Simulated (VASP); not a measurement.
Here is a VASP 6.6.1 calculation.

INCAR

```
  PREC = Accurate
  ENCUT = 520
  EDIFF = 1E-8
  ISMEAR = 0
  SIGMA = 0.02
  LREAL = F
  LASPH = T
  NELM = 60
  ALGO = Normal
  ISIF = 2
  LWAVE = F
  LCHARG = F
  METAGGA = R2SCAN
  LMIXTAU = T
  IBRION = 6
  NFREE = 2
  POTIM = 0.015
  NSW = 1
  KPAR = 4
```

Contents of KPOINTS:

```
Automatic mesh
0
Gamma
  12 12 6
```

The input POSCAR:

```
ZnO                                     
1.0
    3.2434016471      0.0000000000      0.0000000000
   -1.6217008236      2.8088682184      0.0000000000
    0.0000000000      0.0000000000      5.2210915096
  Zn              O             
     2     2
Direct
     0.3333333300000021    0.6666666699999979    0.4994200214518116
     0.6666666699999979    0.3333333300000021    0.9994200214518116
     0.6666666699999979    0.3333333300000021    0.3795899785481893
     0.3333333300000021    0.6666666699999979    0.8795899785481893
```

Potentials or basis: VASP PAW PBE potentials, release 64 (Zn, O).

Command:

```console
$ cat potpaw_PBE.64/Zn/POTCAR potpaw_PBE.64/O/POTCAR > POTCAR
$ mpirun -np 4 vasp_std > vasp.out
```

(1) Estimate the highest phonon frequency at Γ, LO-TO splitting left out.

Answers

(1) 544 cm⁻¹.
